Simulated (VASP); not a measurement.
A cell of P (black) near equilibrium:

```
P
1.0
    1.66030    -5.12903     0.00000
    1.66030     5.12903     0.00000
    0.00000     0.00000     4.18615
P
4
Direct
  0.10557   0.89443   0.92738
  0.39443   0.60557   0.42738
  0.60557   0.39443   0.57262
  0.89443   0.10557   0.07262
```

Level of theory: PBEsol GGA, VASP's PBE PAW potentials (set 64) (plane waves; VASP).

Without a dispersion term in the relaxation, distances and binding between the weakly bound layers, chains or molecules are unreliable, and so is what depends on them.

| run | ΔE (meV/atom) | σxx | σyy | σzz | largest shear component, with its sign (GPa) | largest force (eV/Å) |
|---|---|---|---|---|---|---|
| as it is | 0.0 | -0.06 | 0.19 | 0.04 | 0.00 | 0.019 |
| after one change | 9.8 | -0.61 | -2.53 | -0.67 | -0.29 | 0.732 |
Stress is in GPa, positive when the cell is compressed.

Task: Which change was made?
A. atom 3 (P) moved by -0.100 Å along y
B. uniaxial strain of -3.0 % along z
C. biaxial strain of +0.5 % in the xz plane
D. atom 2 (P) moved by -0.025 Å along z

Result: A, atom 3 (P) moved by -0.100 Å along y

The compound is P in the black structure.
